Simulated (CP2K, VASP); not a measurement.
A VASP calculation is set up with these files.

**POSCAR**
```
CaGa2
4.3280820
  0.9597976656   0.0000000000   0.0000000000
 -0.4798987173   0.8312090667   0.0000000000
  0.0000000000   0.0000000000   1.0000000000
Ca Ga
1 2
Cart
  0.0000000000   0.0000000000   0.0000000000
 -0.0000004029   0.5541396549   0.5000000000
  0.4798993512   0.2770694118   0.5000000000
```

KPOINTS:
```
Automatic mesh
0
Gamma
7 7 6
0 0 0
```

**INCAR**
```
SYSTEM = CaGa2
PREC = Accurate
ENCUT = 300
EDIFF = 1E-6
NELM = 100
ALGO = Normal
LREAL = .FALSE.
LASPH = .TRUE.
ISMEAR = -1
SIGMA = 0.1
GGA = PS
LMAXMIX = 4
LWAVE = .FALSE.
LCHARG = .FALSE.
ISIF = 2
```

POTCAR, in this order: Ca_sv Ga_d (PBE.64 set). Program: vasp_std.

Task: Translate it to CP2K.

Result: One input that does it (PBEsol, GPW, TZVP-MOLOPT-SR-GTH basis, GTH-PBE potentials (GTH_POTENTIALS)):
```
&GLOBAL
  PROJECT calc
  RUN_TYPE ENERGY_FORCE
  PRINT_LEVEL LOW
&END GLOBAL
&FORCE_EVAL
  METHOD Quickstep
  STRESS_TENSOR ANALYTICAL
  &DFT
    BASIS_SET_FILE_NAME BASIS_MOLOPT_UCL
    POTENTIAL_FILE_NAME GTH_POTENTIALS
    &QS
      METHOD GPW
      EPS_DEFAULT 1E-10
    &END QS
    &MGRID
      CUTOFF 600
      REL_CUTOFF 50
      NGRIDS 5
    &END MGRID
    &SCF
      SCF_GUESS ATOMIC
      EPS_SCF 1E-6
      MAX_SCF 100
      ADDED_MOS 7
      &DIAGONALIZATION
        ALGORITHM STANDARD
      &END DIAGONALIZATION
      &MIXING
        METHOD BROYDEN_MIXING
        ALPHA 0.2
        NBUFFER 8
      &END MIXING
      &SMEAR ON
        METHOD FERMI_DIRAC
        ELECTRONIC_TEMPERATURE [K] 1160.45
      &END SMEAR
    &END SCF
    &KPOINTS
      SCHEME MONKHORST-PACK 7 7 6
      GAMMA_CENTERED T
    &END KPOINTS
    &XC
      &XC_FUNCTIONAL
        &PBE
          PARAMETRIZATION PBESOL
        &END PBE
      &END XC_FUNCTIONAL
    &END XC
    &PRINT
      &MO
        EIGENVALUES T
        OCCUPATION_NUMBERS T
        NDIGITS 8
        FILENAME mo
        &EACH
          QS_SCF 0
        &END EACH
        ADD_LAST NUMERIC
      &END MO
      &MULLIKEN OFF
      &END MULLIKEN
    &END PRINT
  &END DFT
  &SUBSYS
    &CELL
      A 4.15408300 0.00000000 0.00000000
      B -2.07704100 3.59754100 0.00000000
      C 0.00000000 0.00000000 4.32808200
      PERIODIC XYZ
    &END CELL
    &COORD
      SCALED
      Ca       0.00000000     0.00000000     0.00000000
      Ga       0.33333300     0.66666700     0.50000000
      Ga       0.66666700     0.33333300     0.50000000
    &END COORD
    &KIND Ca
      BASIS_SET TZVP-MOLOPT-SR-GTH
      POTENTIAL GTH-PBE-q10
    &END KIND
    &KIND Ga
      BASIS_SET TZVP-MOLOPT-SR-GTH
      POTENTIAL GTH-PBE-q13
    &END KIND
  &END SUBSYS
  &PRINT
    &FORCES ON
    &END FORCES
    &STRESS_TENSOR ON
    &END STRESS_TENSOR
  &END PRINT
&END FORCE_EVAL
```
Both are inputs of real runs that ended normally. What can't carry over is the choice of potentials or basis and its cut-off, and each code's defaults.

The structure comes from a computed database's CaGa2 entry; how it stands against other phases isn't given here. The cell was not relaxed at this level, and its volume differs by -5.9 % from the start's.
